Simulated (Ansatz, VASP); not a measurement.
**GaSb: VASP beside Ansatz**

One calculation is typed for both programs; each brings its own data sets. How far apart do they land? The cell is taken from a series of runs on this material, whose earlier steps may have relaxed, scaled, displaced or heated it; both programs get it as it stands.

Calculated with Ansatz 0.2.0; plane waves, with VASP 6.6.1 beside it; zone-centre phonons at PBEsol.

## Step 1: Starting point

The structure is cubic, space group F-43m (No. 216). Conventional cell: a = 6.118 Å, b = 6.118 Å, c = 6.118 Å, α = 90.00°, β = 90.00°, γ = 90.00°. Nearest to Ga lie 4 Sb at 2.65 Å. Sb has 4 Ga at 2.65 Å nearest. Farther neighbours are not listed.

Coordinates:

```xyz
2
Lattice="0.0000 3.0590 3.0590 3.0590 0.0000 3.0590 3.0590 3.0590 0.0000" Properties=species:S:1:pos:R:3 pbc="T T T"
Ga    0.0000    0.0000    0.0000
Sb    1.5295    1.5295    1.5295
```

## Step 2: VASP: zone-centre phonons, PBEsol

Second derivatives magnify differences that forces hide, and they need a tight electronic threshold.

Lines of VASP's logs that name or quote its potential files are left out, and so is its time.

File INCAR:

```
SYSTEM = GaSb
PREC = Accurate
ENCUT = 500
EDIFF = 1E-08
NELM = 120
ISMEAR = 1
SIGMA = 0.2
LREAL = .FALSE.
ALGO = Normal
GGA = PS
NBANDS = 15
LORBIT = 11
LWAVE = .FALSE.
LCHARG = .FALSE.
ISIF = 2
IBRION = 8
LASPH = .TRUE.
GGA_COMPAT = .FALSE.
KPAR = 2
```

File POSCAR:

```
GaSb
1.0
    0.0000000000      3.0590000000      3.0590000000
    3.0590000000      0.0000000000      3.0590000000
    3.0590000000      3.0590000000      0.0000000000
Ga Sb
1 1
Direct
    0.0000000000      0.0000000000      0.0000000000
    0.2500000000      0.2500000000      0.2500000000
```

File KPOINTS:

```
Automatic mesh
0
Gamma
14 14 14
0 0 0
```

The projector-augmented-wave data sets are Ga_d and Sb (PBE family, release 64).

Launch:

```bash
mpirun -np 2 vasp_std
```

Numbers of over 12 decimals in the logs are rounded to 6 here.

Output:

```text
[banner, memory and clock lines left out]
running    2 mpi-ranks, on    1 nodes
 distrk:  each k-point on    1 cores,    2 groups
 distr:  one band on    1 cores,    1 groups

 POSCAR found type information on POSCAR GaSb
 POSCAR found :  2 types and       2 ions
|                                                                             |
|               ----> ADVICE to this user running VASP <----                  |
|                                                                             |
|     You enforced a specific xc type in the INCAR file but a different       |
|     [... a line on the potential file left out ...]
|     I HOPE YOU KNOW WHAT YOU ARE DOING!                                     |
|                                                                             |

 LDA part: xc-table for (Slater+PW92), standard interpolation
 POSCAR, INCAR and KPOINTS ok, starting setup
 FFT: planning ... GRIDC
 FFT: planning ... GRID_SOFT
 FFT: planning ... GRID
 WAVECAR not read
 entering main loop
       N       E                     dE             d eps       ncg     rms          rms(c)
DAV:   1     0.793535520970E+02    0.79354E+02   -0.84873E+03  3144   0.143E+03
DAV:   2    -0.212369586476E+01   -0.81477E+02   -0.78474E+02  3589   0.300E+02
DAV:   3    -0.814634894678E+01   -0.60227E+01   -0.60014E+01  3736   0.666E+01
DAV:   4    -0.825203948552E+01   -0.10569E+00   -0.10568E+00  3798   0.993E+00
DAV:   5    -0.825461244430E+01   -0.25730E-02   -0.25729E-02  4081   0.136E+00    0.312E+00
DAV:   6    -0.818084034829E+01    0.73772E-01   -0.87512E-02  4047   0.523E+00    0.183E+00
DAV:   7    -0.815501972644E+01    0.25821E-01   -0.44367E-02  3946   0.197E+00    0.363E-01
DAV:   8    -0.815504904757E+01   -0.29321E-04   -0.48616E-03  4038   0.878E-01    0.997E-02
DAV:   9    -0.815533007719E+01   -0.28103E-03   -0.45024E-04  3554   0.172E-01    0.367E-02
DAV:  10    -0.815532451663E+01    0.55606E-05   -0.19948E-05  4116   0.387E-02    0.976E-03
DAV:  11    -0.815533405763E+01   -0.95410E-05   -0.12237E-05  3512   0.250E-02    0.438E-03
DAV:  12    -0.815533419603E+01   -0.13839E-06   -0.47940E-07  4107   0.699E-03    0.723E-04
DAV:  13    -0.815533418298E+01    0.13049E-07   -0.41655E-08  3577   0.136E-03    0.478E-04
DAV:  14    -0.815533422727E+01   -0.44287E-07   -0.40399E-09  3268   0.814E-04    0.377E-05
DAV:  15    -0.815533423236E+01   -0.50900E-08   -0.63161E-10  2204   0.327E-04
   1 F= -.81553342E+01 E0= -.81554628E+01  d E =0.385591E-03
 Linear response reoptimize wavefunctions to high precision
DAV:   1    -0.815533422772E+01    0.46361E-08   -0.15144E-10  2274   0.150E-04
DAV:   2    -0.815533422773E+01   -0.12733E-10   -0.41412E-11  1966   0.663E-05
 Linear response DOF=           2
 Linear response progress:
  Degree of freedom:   1/  2
       N       E                     dE             d eps       ncg     rms          rms(c)
RMM:   1    -0.165951594291E+00   -0.16595E+00    0.67057E-02 16000   0.801E+00
RMM:   2    -0.164759919117E+00    0.11917E-02   -0.26553E-02 24066   0.134E+00    0.388E-02
RMM:   3    -0.164893080563E+00   -0.13316E-03   -0.32051E-03 25087   0.413E-01    0.262E-02
RMM:   4    -0.164777021848E+00    0.11606E-03   -0.14531E-03 27239   0.191E-01    0.122E-02
RMM:   5    -0.164770110633E+00    0.69112E-05   -0.65712E-05 26435   0.506E-02    0.458E-03
RMM:   6    -0.164777556792E+00   -0.74462E-05   -0.94132E-06 26666   0.211E-02    0.400E-04
RMM:   7    -0.164773343973E+00    0.42128E-05   -0.28496E-06 26104   0.913E-03    0.577E-04
RMM:   8    -0.164776334240E+00   -0.29903E-05   -0.77297E-07 26252   0.422E-03    0.155E-04
RMM:   9    -0.164777684164E+00   -0.13499E-05    0.28669E-07 26133   0.195E-03    0.664E-05
RMM:  10    -0.164778479300E+00   -0.79514E-06    0.27744E-07 26693   0.983E-04    0.222E-05
RMM:  11    -0.164778514004E+00   -0.34704E-07   -0.78692E-08 26378   0.483E-04    0.115E-05
RMM:  12    -0.164778474928E+00    0.39075E-07   -0.14902E-08 26656   0.244E-04    0.124E-05
RMM:  13    -0.164778622309E+00   -0.14738E-06    0.20171E-08 26054   0.133E-04    0.171E-06
RMM:  14    -0.164778584120E+00    0.38189E-07   -0.23348E-08 25793   0.765E-05    0.483E-06
RMM:  15    -0.164778593190E+00   -0.90697E-08   -0.90050E-09 26473   0.473E-05    0.406E-06
 first order change of Fermi-energy   0.29035E-05
 force on displaced ion       1 direction 1 :  -7.794   0.000   0.000
 Linear response progress:
  Degree of freedom:   2/  2
       N       E                     dE             d eps       ncg     rms          rms(c)
RMM:   1    -0.284111153655E-01   -0.28411E-01    0.56070E-03 25571   0.135E+00
RMM:   2    -0.256735908529E-01    0.27375E-02   -0.34746E-03 23567   0.375E-01    0.655E-02
RMM:   3    -0.256204027264E-01    0.53188E-04   -0.18400E-04 25800   0.998E-02    0.357E-02
RMM:   4    -0.256701663109E-01   -0.49764E-04   -0.31098E-05 25916   0.434E-02    0.439E-03
RMM:   5    -0.256811193328E-01   -0.10953E-04   -0.41796E-06 27092   0.150E-02    0.277E-03
RMM:   6    -0.256745913706E-01    0.65280E-05   -0.13822E-06 25569   0.499E-03    0.706E-04
RMM:   7    -0.256734607203E-01    0.11307E-05   -0.15396E-07 26844   0.155E-03    0.248E-04
RMM:   8    -0.256728189973E-01    0.64172E-06   -0.95795E-10 25707   0.548E-04    0.662E-05
RMM:   9    -0.256727823682E-01    0.36629E-07   -0.27915E-09 26368   0.200E-04    0.197E-05
RMM:  10    -0.256728025819E-01   -0.20214E-07   -0.47023E-09 25600   0.774E-05    0.356E-06
RMM:  11    -0.256727981086E-01    0.44734E-08    0.64022E-10 25987   0.292E-05    0.375E-06
 first order change of Fermi-energy   0.18903E-03
 force on displaced ion       2 direction 1 :  -7.827   0.000   0.000
 Linear response finished
```

Parts of OUTCAR (step 2):

```text
ion  position               nearest neighbor table
   1  0.000  0.000  0.000-   2 2.65   2 2.65   2 2.65   2 2.65
   2  0.250  0.250  0.250-   1 2.65   1 2.65   1 2.65   1 2.65

  LATTYP: Found a face centered cubic cell.
 ALAT       =     6.1180000000

 Subroutine GETGRP returns: Found 24 space group operations
 (whereof 24 operations were pure point group operations)

The static configuration has the point symmetry T_d .

 Found    104 irreducible k-points:

   k-points           NKPTS =    104   k-points in BZ     NKDIM =    104   number of bands    NBANDS=     15

   dimension x,y,z NGX =    32 NGY =   32 NGZ =   32
   dimension x,y,z NGXF=    64 NGYF=   64 NGZF=   64

   ENCUT  =  500.0 eV  36.75 Ry    6.06 a.u.   7.89  7.89  7.89*2*pi/ulx,y,z

   NELECT =      18.0000    total number of electrons

 k-points in reciprocal lattice and weights: Automatic mesh
   0.00000000  0.00000000  0.00000000       0.000
   0.07142857  0.00000000  0.00000000       0.003
   0.14285714  0.00000000  0.00000000       0.003
   0.21428571  0.00000000  0.00000000       0.003
   0.28571429  0.00000000  0.00000000       0.003
   0.35714286  0.00000000  0.00000000       0.003
   0.42857143  0.00000000  0.00000000       0.003
   0.50000000  0.00000000  0.00000000       0.001
   0.07142857  0.07142857  0.00000000       0.002
[...]
-0.28571429  0.42857143  0.21428571       0.009
  -0.28571429  0.50000000  0.21428571       0.004

 average (electrostatic) potential at core
       1 -65.5473       2 -87.4935

  Total       -0.0282580     -0.0282580     -0.0282580      0.0000000     -0.0000000      0.0000000
  in kB       -0.7908296     -0.7908296     -0.7908296      0.0000000     -0.0000000      0.0000000
  external PRESSURE =      -0.7908296 kB  Pullay stress =       0.0000000 kB

  energy-cutoff  :      500.00
  volume of cell :       57.25
      direct lattice vectors                 reciprocal lattice vectors
     0.000000000  3.059000000  3.059000000    -0.163452109  0.163452109  0.163452109
     3.059000000  0.000000000  3.059000000     0.163452109 -0.163452109  0.163452109
     3.059000000  3.059000000  0.000000000     0.163452109  0.163452109 -0.163452109

 POSITION                                       TOTAL-FORCE (eV/Angst)
 -----------------------------------------------------------------------------------
      0.00000      0.00000      0.00000         0.000000     -0.000000      0.000000
      1.52950      1.52950      1.52950        -0.000000      0.000000     -0.000000
 -----------------------------------------------------------------------------------
    total drift:                                0.000000      0.000000      0.000000

 Eigenvectors and eigenvalues of the dynamical matrix
 ----------------------------------------------------

   1 f  =    6.559956 THz    41.217416 2PiTHz  218.816564 cm-1    27.129784 meV
             X         Y         Z           dx          dy          dz
      0.000000  0.000000  0.000000     0.000000    0.796797   -0.000000
      1.529500  1.529500  1.529500    -0.000000   -0.604248    0.000000

   2 f  =    6.559956 THz    41.217416 2PiTHz  218.816564 cm-1    27.129784 meV
             X         Y         Z           dx          dy          dz
      0.000000  0.000000  0.000000     0.796797   -0.000000    0.000000
      1.529500  1.529500  1.529500    -0.604248    0.000000    0.000000

   3 f  =    6.559956 THz    41.217416 2PiTHz  218.816564 cm-1    27.129784 meV
             X         Y         Z           dx          dy          dz
      0.000000  0.000000  0.000000     0.000000    0.000000    0.796797
      1.529500  1.529500  1.529500     0.000000   -0.000000   -0.604248

   4 f/i=    0.006645 THz     0.041755 2PiTHz    0.221669 cm-1     0.027483 meV
             X         Y         Z           dx          dy          dz
      0.000000  0.000000  0.000000    -0.354830    0.484186   -0.069101
      1.529500  1.529500  1.529500    -0.467900    0.638476   -0.091120

   5 f/i=    0.006645 THz     0.041755 2PiTHz    0.221669 cm-1     0.027483 meV
             X         Y         Z           dx          dy          dz
      0.000000  0.000000  0.000000    -0.455309   -0.295830    0.265129
      1.529500  1.529500  1.529500    -0.600398   -0.390099    0.349614

   6 f/i=    0.006645 THz     0.041755 2PiTHz    0.221669 cm-1     0.027483 meV
             X         Y         Z           dx          dy          dz
      0.000000  0.000000  0.000000    -0.178618   -0.207759   -0.538560
      1.529500  1.529500  1.529500    -0.235536   -0.273963   -0.710177

 ELASTIC MODULI CONTR FROM IONIC RELAXATION (kBar)
 Direction    XX          YY          ZZ          XY          YZ          ZX
 --------------------------------------------------------------------------------
 XX          -0.0000     -0.0000     -0.0000      0.0000      0.0000      0.0000
 YY          -0.0000     -0.0000     -0.0000      0.0000      0.0000      0.0000
 ZZ          -0.0000     -0.0000     -0.0000     -0.0000      0.0000      0.0000
 XY           0.0000      0.0000     -0.0000   -162.4679      0.0000      0.0000
 YZ           0.0000      0.0000      0.0000      0.0000   -162.4679      0.0000
 ZX           0.0000      0.0000      0.0000      0.0000      0.0000   -162.4679
 --------------------------------------------------------------------------------
```

## Step 3: Ansatz: zone-centre phonons, PBEsol

Ansatz runs on its default PAW (the set named soft_2) files.

The same cell, functional, mesh and smearing now go to Ansatz, which takes its cutoff from its data sets.

File input.yaml:

```yaml
crystal:
  lattice:
    - [0.0, 3.059, 3.059]
    - [3.059, 0.0, 3.059]
    - [3.059, 3.059, 0.0]
  atoms:
    - { symbol: Ga, position: [0.0, 0.0, 0.0] }
    - { symbol: Sb, position: [0.25, 0.25, 0.25] }
kpoints:
  mp_grid: { grid: [14, 14, 14] }
hamiltonian:
  xc: pbesol
scf:
  occupations: { method: methfessel_paxton, width: 0.2 }
output:
  eigenvalues: true
phonons:
  method: dfpt
```

Launch:

```bash
ansatz run input.yaml --threads 8 --pin off --max-ram 14336MiB --backend cpu --events-out ev --progress --plain --runs-dir out
```

Output:

```text
zone centre: on kpoints.mp_grid the ground state, and the responses unless they are solved on pairs of k-points, stand on 244 of the mesh's 2744 k-points, reduced under 8 symmetry operations, with k and −k counted as one. Each operation leaves every solved displacement unchanged or reverses it
Engine: ansatz 0.2.0, x86_64-unknown-linux-gnu
Pseudopotentials: kind: paw
Pseudopotential: Ga, paw, valence charge 13, recommended cutoff 420 eV (normal), Ga.paw.azcp
Pseudopotential: Sb, paw, valence charge 15, recommended cutoff 420 eV (normal), Sb.paw.azcp
Functional definition: PBEsol
  exchange = pbesol_x
  correlation = pbesol_c
Crystal: 2 atoms, lattice volume = 57.249 Å³
Basis set: ecut = 420 eV, 1139 PW (Γ), exchange–correlation on 60×60×60 points (8 copies of the dense FFT grid, shifted against one another)
Bands: 18, of which v1, the nominal top of the filled ones, is band 14 counted from 1 (13 counted from 0)
Symmetry: 24 space group operations
k-points: 244 of 2744 (irreducible under 8 space group operations, time reversal used)
Non-local potential: Ga, projectors of the file, l = 0: 2, l = 1: 2, l = 2: 3, l = 3: 1
Non-local potential: Sb, projectors of the file, l = 0: 2, l = 1: 2, l = 2: 2, l = 3: 2
PAW form: soft (Blöchl's): semilocal exchange-correlation on the pseudo side does not see the compensation charge
PAW frozen core: Ga, regenerated for the run's functional, and the local potential with it (the file was generated under x = pbe(κ = 0.804, μ = 0.219515), c = pbe(β = 0.066725))
PAW frozen core: Sb, regenerated for the run's functional, and the local potential with it (the file was generated under x = pbe(κ = 0.804, μ = 0.219515), c = pbe(β = 0.066725))
PAW one-centre angular grid: Ga, 590 points (default); XC on 64 Gauss nodes
PAW one-centre angular grid: Sb, 590 points (default); XC on 64 Gauss nodes
Initial density: superposition of atomic densities (neutral atoms: chi_scale 0, normalization atom), corrected by the library's trained network
Initial wavefunctions: pseudopotential atomic-orbital guess
Functional: x = pbesol(κ = 0.804, μ = 0.123457), c = pbesol(β = 0.046)
SCF iter   1: F=—  HF=-10151.537530 eV  |F-HF|=—  |Δ(HF+E_count)|=         —  Δρ=2.62e-3  dr2=5.31e-3  ethr=1.77e-3  ⟨swp⟩=5.1  Hψ=21097  notcnv=0
preconditioner: auto → none  [insulator: Δε(μ)=0.338 eV  Ē_g=14.503 eV  σ=0.200 eV  W_gap=0.76  n_scr=14 (ndim 8)  ℏωp=20.8 eV  f_vac=0.091  D(μ)=0.03/eV (n_scr^D=0)  ε∞_Penn≈3.1]
SCF iter   2: F=—  HF=-10151.534556 eV  |F-HF|=—  |Δ(HF+E_count)|=   2.97e-3  S|Δr|=    0.00e0  Δρ=1.15e-3  dr2=5.94e-4  ethr=1.90e-5  ⟨swp⟩=2.0  Hψ=8349  notcnv=0
SCF iter   3: F=—  HF=-10151.534717 eV  |F-HF|=—  |Δ(HF+E_count)|=   1.61e-4  S|Δr|=    0.00e0  Δρ=2.94e-4  dr2=4.49e-5  ethr=2.12e-6  ⟨swp⟩=2.8  Hψ=7564  notcnv=0
SCF iter   4: F=—  HF=-10151.534726 eV  |F-HF|=—  |Δ(HF+E_count)|=   8.62e-6  S|Δr|=    0.00e0  Δρ=1.82e-4  dr2=1.24e-5  ethr=1.60e-7  ⟨swp⟩=2.0  Hψ=6599  notcnv=0
SCF iter   5: F=—  HF=-10151.534723 eV  |F-HF|=—  |Δ(HF+E_count)|=   2.32e-6  S|Δr|=    0.00e0  Δρ=5.82e-5  dr2=1.16e-6  ethr=4.44e-8  ⟨swp⟩=2.0  Hψ=6579  notcnv=0
SCF iter   6: F=—  HF=-10151.534724 eV  |F-HF|=—  |Δ(HF+E_count)|=   1.58e-7  S|Δr|=    0.00e0  Δρ=9.31e-6  dr2=3.57e-8  ethr=4.13e-9  ⟨swp⟩=2.0  Hψ=6589  notcnv=0
SCF iter   7: F=—  HF=-10151.534724 eV  |F-HF|=—  |Δ(HF+E_count)|=   4.41e-8  S|Δr|=    0.00e0  Δρ=1.75e-6  dr2=1.19e-9  ethr=1.28e-10  ⟨swp⟩=2.0  Hψ=6466  notcnv=0
SCF iter   8: F=—  HF=-10151.534724 eV  |F-HF|=—  |Δ(HF+E_count)|=   1.39e-9  S|Δr|=    0.00e0  Δρ=2.56e-7  dr2=2.19e-11  ethr=4.23e-12  ⟨swp⟩=2.0  Hψ=7813  notcnv=0
SCF iter   9: F=-10151.534724 eV  HF=-10151.534724 eV  |F-HF|=3.64e-12  |Δ(HF+E_count)|=  3.64e-12  S|Δr|=    0.00e0  Δρ=4.71e-8  dr2=5.83e-13  ethr=1.00e-12  ⟨swp⟩=6.0  Hψ=18454  notcnv=0
SCF 1 converged in 9 iterations: F = -10151.534724 eV  dr2 = 5.83e-13
  greatest PAW one-centre occupation: 0.996 electrons in one spin orbital (limit 2), on the Sb atom at site 1 (counted from 0), in its partial waves of l = 2
DFPT response loops at Γ: preconditioner auto → Kerker (q_TF=auto, 2.422 Å⁻¹) (partly filled bands, converged f_vac=0.078); β = 1.00, the filter's whole step (`scf.mixing.beta` (0.50) is not read by the response loops under this deck's `scf.mixing.preconditioner`; to damp them name `kerker` or `kerker_dos`, under which they read `scf.mixing.beta`, and type it under 1.00, their step now; both keys bind the ground state too); Broyden in place of MSR1
SCF converged after 9 iterations
Stability not checked: this state was not tested for a lower state beside it, because cold or Methfessel-Paxton smearing, or corrected tetrahedra, fill the levels in a way that the test cannot read (fill_not_monotonic; see scf.lower_state_search)
Free energy (F): -10151.534724 eV
Harris-Foulkes:  -10151.534724 eV  (|F-HF|=3.64e-12)
Internal energy: -10151.535110 eV  (E = F + TS)
E sigma→0 (E₀):  -10151.534820 eV
Entropy (-TS):   0.000386 eV (0.193 meV/atom)
Fermi energy:    7.618999 eV
Step filling:    the computed levels leave a gap of 0.0000 eV = 0.0 smearing widths at the electron count; against every level under it full and every level over it empty, smearing changes F+E_penalty+E_count by +0.125 meV and its σ→0 estimate by +0.028 meV
--- Per-component energies (eV) ---
  E_band       = -264.576526
  E_kinetic    = 323.537188
  E_local      = -3916.719463  (includes V_loc(G=0)·N_el)
  E_nonlocal   = 790.160376
  E_hartree    = 1799.609356
  E_xc         = -205.796904
  E_vxc        = -154.475730  (∫ρ·V_xc dr)
  E_paw        = -6449.601261  (= ΣΔE_a)
  E_vpaw       = -906.297466  (= ΣTr[D̂ρ^β])
  E_aug_tail   = -0.000098  (compensation charges beyond the density's cutoff)
  E_ewald      = -2493.919138
  E_core_change = 1.194835  (= ΣΔE_core)
  E_smearing   = 0.000386  (= −TS)
  E_closure    = 0.000000  (closes the sum)
  Σ components = -10151.534724   (vs F -10151.534724, Δ=0.00e0)
--- Band table (eV; the first three rows and the last of 244) ---
  k-point 0: bands = [... 10 lower, -3.9410, 7.5417, 7.5630, 7.5630, 7.5630, 10.3332, 10.3332, 10.3332]
  k-point 1: bands = [... 10 lower, -3.8883, 6.4318, 7.4702, 7.4702, 8.3519, 10.4607, 10.4607, 10.5030]
  k-point 2: bands = [... 10 lower, -3.7324, 5.2349, 7.2470, 7.2470, 8.5617, 10.7636, 10.7636, 11.1604]
  k-point 243: bands = [... 10 lower, -1.4513, 0.8812, 4.2269, 4.4390, 10.8711, 11.1752, 12.6183, 12.6642]
--- Phonons (Γ-DFPT): 2 representative perturbations + reference, on 244 of 2744 k-points (Σ response iterations 6) ---
  k mesh reduced under 8 symmetry operations, with k and −k counted as one. Each operation leaves every solved displacement unchanged or reverses it
  ASR residual: 1.970e-5 → 0.000e0 eV/Å²; symmetrization residual: 2.323e-5 eV/Å²
  ASR residual per site (eV/Å²): 7.46e-6 1.97e-5
  Γ frequencies (cm⁻¹): 0.00 0.00 0.00 217.79 217.79 217.79
  non-analytic LO–TO correction: not included (Born effective charges unavailable; polar crystals: no LO–TO splitting at Γ)
```

In the SCF lines HF is the Harris–Foulkes energy and dr2 the Hartree energy of the density residual, in eV; the loop may stop once dr2 is under the threshold and the program's other checks hold. Hψ counts applications of the Hamiltonian.

## Step 4: Side by side

Known differences besides the potentials themselves: the data sets hold 28 valence electrons in Ansatz (on its default PAW (the set named soft_2) files) and 18 in VASP; the cutoff is 420 eV in Ansatz and 500 eV in VASP; Ansatz makes its cores anew for this functional, VASP keeps those of its PBE data sets. Total energies have different zeros and are not compared.

Both answers:

```csv
quantity,Ansatz,VASP,difference
optical mode 1 to 3 (cm⁻¹),217.8,218.8,-0.47 %
```

Modes are paired by rising frequency, not by their patterns, so a pair may set unlike modes beside each other; they are those without the splitting of longitudinal modes.

## Step 5: What came out

```yaml
r_m_s_difference_of_the_optical_zone_centre_modes_each_program_s_sorted_by_frequency_zone_centre_phonons_pbesol: 1.0 cm⁻¹
```

**Reading.** The r.m.s. difference of the optical zone-centre modes, each program's sorted by frequency is 1.0 cm⁻¹ (zone-centre phonons, PBEsol). The data sets hold unlike numbers of valence electrons (28 in Ansatz and 18 in VASP), so part of the differences comes from the potentials. Such differences can come from data sets, numerical settings and the points named under the comparisons, not from the functional's error against experiment.

[Lines on the potential files, build, host, timing and source positions are cut from VASP's logs without a mark.]

[Logs are printed without paths, hosts, clocks, repeated set-up lines and the standing remarks that a program may print on its own settings, such as how far it seeks lower states.]

[Hosts, paths, dates, database ids (printed as entryN), source tags and the programs' standing remarks are cut or masked in the printed files.]
